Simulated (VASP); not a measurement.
Given:

```xyz
5
Lattice="4.0270 0.0000 0.0000 0.0000 4.0270 0.0000 0.0000 0.0000 4.0270" Properties=species:S:1:pos:R:3 pbc="T T T"
K      0.0000     0.0000     0.0000
Ta     2.0135     2.0135     2.0135
O      2.0135     0.0000     2.0135
O      0.0000     2.0135     2.0135
O      2.0135     2.0135     0.0000
```

These are PBE GGA, VASP's PBE PAW potentials (set 64) (plane waves; VASP 6.6.1) values and carry that method's errors. Settings: 620 eV cut-off, 6×6×6 Γ-centred mesh, Gaussian smearing of 0.050 eV, potentials K_sv Ta_pv O.

Energy and stress use the plane-wave basis of the starting cell.

**Question.** The ions, cell shape and volume at an external pressure of 5.0 GPa are relaxed. Which structure does the run end with?

**Answer.** 
```xyz
5
Lattice="3.9938 0.0000 0.0000 0.0000 3.9938 0.0000 0.0000 0.0000 3.9938" Properties=species:S:1:pos:R:3 pbc="T T T"
K      0.0000     0.0000     0.0000
Ta     1.9969     1.9969     1.9969
O      1.9969     0.0000     1.9969
O      0.0000     1.9969     1.9969
O      1.9969     1.9969     0.0000
```
Space group Pm-3m (221), at a tolerance of 0.03 Å.

**Question.** How do energy and volume change from the first to the last step?

**Answer.** The energy (σ→0) changes by +4.8 meV/atom and the volume by -2.5 %, in 3 ionic steps.

```json
[
 {"step": "1", "E(σ→0) (eV)": "-41.0773", "max force (eV/Å)": "0.000", "pressure (GPa)": "0.01", "volume (Å³)": "65.30"},
 {"step": "2", "E(σ→0) (eV)": "-40.9341", "max force (eV/Å)": "0.000", "pressure (GPa)": "12.86", "volume (Å³)": "61.53"},
 {"step": "3", "E(σ→0) (eV)": "-41.0531", "max force (eV/Å)": "0.000", "pressure (GPa)": "4.96", "volume (Å³)": "63.70"}
]
```

The compound is KTaO3 in the cubic perovskite structure. This run relaxes it under an external pressure of 5 GPa. Symmetry was kept, so distortions that lower it aren't found.
